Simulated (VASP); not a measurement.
VASP ran on this input.

**INCAR**
```
! general
SYSTEM  = Sn2GeTe3
PREC    = Accurate
ENCUT   = 400
LREAL   = .False.
LASPH   = .True.

! electronic loop
EDIFF   = 1E-6
NELM    = 100
ALGO    = Normal
LMAXMIX = 4

! smearing
ISMEAR  = 0
SIGMA   = 0.05

! functional
GGA     = PS

! ions
IBRION  = 2
NSW     = 60
ISIF    = 3
EDIFFG  = -0.02

! output
LWAVE   = .False.
LCHARG  = .False.
```

**KPOINTS**
```
kpoints
0
gamma
 5 5 2
0 0 0
```

File POSCAR:
```
Sn2GeTe3
1.0
  4.3488104452   0.0000000000   0.0000000000
 -2.1744052226   3.7661801083   0.0000000000
  0.0000000000   0.0000000000  10.6895790835
Sn Ge Te
2 1 3
Direct
  0.3333330000   0.6666670000   0.8256680813
  0.6666670000   0.3333330000   0.1743319187
  0.0000000000   1.0000000000   0.5000000000
  0.3333330000   0.6666670000   0.3492977503
  0.6666670000   0.3333330000   0.6507022497
  0.0000000000   1.0000000000   0.0000000000
```

POTCAR, in this order: Sn_d Ge_d Te (PBE.64 set). Program: vasp_std.

Task: Write an equivalent input for Quantum ESPRESSO's pw.x.

Result: One equivalent input (not run):
```
&CONTROL
  calculation = 'vc-relax'
  pseudo_dir = './pseudo'
  outdir = './out'
  tprnfor = .true.
  tstress = .true.
  nstep = 60
  forc_conv_thr = 0.00078
/
&SYSTEM
  ibrav = 0
  nat = 6
  ntyp = 3
  ecutwfc = 82.3
  occupations = 'smearing'
  smearing = 'gaussian'
  degauss = 0.003675
  input_dft = 'pbesol'
/
&ELECTRONS
  conv_thr = 7.3e-08
  electron_maxstep = 100
/
&IONS
/
&CELL
/
ATOMIC_SPECIES
  Sn 118.710 Sn.upf
  Ge 72.630 Ge.upf
  Te 127.600 Te.upf
CELL_PARAMETERS angstrom
     4.3488104    0.0000000   -0.0000000
    -2.1744052    3.7661801    0.0000000
     0.0000000   -0.0000000   10.6895791
ATOMIC_POSITIONS crystal
  Sn   0.3333330  0.6666670  0.8256681
  Sn   0.6666670  0.3333330  0.1743319
  Ge   0.0000000  1.0000000  0.5000000
  Te   0.3333330  0.6666670  0.3492978
  Te   0.6666670  0.3333330  0.6507022
  Te   0.0000000  1.0000000  0.0000000
K_POINTS automatic
  5 5 2 0 0 0
```
The two are equivalent in intent, not identical: the potentials are each code's own (VASP's PAW set, PseudoDojo norm-conserving files in pw.x), so ENCUT and ecutwfc are chosen apart and not converted; conv_thr bounds pw.x's estimated SCF error, while EDIFF bounds the energy change between steps; forc_conv_thr acts on force components and is met together with etot_conv_thr.

The structure comes from a computed database's Sn2GeTe3 entry (P-3m1); how it stands against other phases isn't given here. This run relaxes it. Symmetry was kept, so distortions that lower it aren't found. The start is the result of an earlier pass.
